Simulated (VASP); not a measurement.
Input:

```
CELL_PARAMETERS angstrom
      0.00000     2.48554     2.48554
      2.48554     0.00000     2.48554
      2.48554     2.48554     0.00000
ATOMIC_POSITIONS crystal
  Gd 0.00000 0.00000 0.00000
  N  0.50000 0.50000 0.50000
```

Computed with optB88-vdW, VASP's PBE PAW potentials (set 64) (plane waves; VASP). Run with 520 eV cut-off, Gaussian smearing of 0.050 eV, potentials Gd_3 N.

The 4f electrons are frozen in the core of the lanthanide potential, so 4f levels, which can set the real gap, and their magnetism are missing.

### Question
Estimate the band gap (along the path) with the smallest direct gap where there is one.

### Answer

```yaml
band gap (along the path): 0.01 eV
smallest direct gap (along the path): 0.26 eV
```

The absolute energy has meaning only against runs of the same code, potentials and settings.

The compound is GdN in the rock salt structure. It was relaxed first.
